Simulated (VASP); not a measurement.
Here is a VASP 6.6.1 calculation.

File INCAR:

```
  PREC = Accurate
  ENCUT = 600
  EDIFF = 1E-6
  ISMEAR = 0
  SIGMA = 0.03
  LREAL = False
  LASPH = True
  NELM = 120
  ALGO = Fast
  ISIF = 3
  LWAVE = False
  LCHARG = False
  GGA = PE
  IVDW = 13
  IBRION = 2
  NSW = 40
  EDIFFG = -0.005
  LATTICE_CONSTRAINTS = .TRUE. .TRUE. .FALSE.
```

Contents of KPOINTS:

```
Automatic mesh
0
Gamma
  12 12 1
```

Contents of POSCAR:

```
Bi2Se3
1.0
    4.1400000000      0.0000000000      0.0000000000
   -2.0700000000      3.5853451700      0.0000000000
    0.0000000000      0.0000000000     23.0200000000
Se Bi
3 2
Direct
    0.6666670000      0.3333330000      0.3475238900
    0.0000000000      0.0000000000      0.5000000000
    0.3333330000      0.6666670000      0.6524761100
    0.3333330000      0.6666670000      0.4161598600
    0.6666670000      0.3333330000      0.5838401400
```

Potentials or basis: VASP PAW PBE potentials, release 64 (Se, Bi_d).

Command:

```console
$ cat potpaw_PBE.64/Se/POTCAR potpaw_PBE.64/Bi_d/POTCAR > POTCAR
$ mpirun -np 1 vasp_std > vasp.out
```

(1) Predict the relaxed cell.

(2) What does it give for the relaxed volume?

(3) What does it give for the dispersion energy per atom?

## Answers

(1) a = 4.122 Å, b = 4.122 Å, c = 23.020 Å, α = 90.00°, β = 90.00°, γ = 120.00°.

(2) 67.73 Å³/atom.

(3) -0.362 eV.
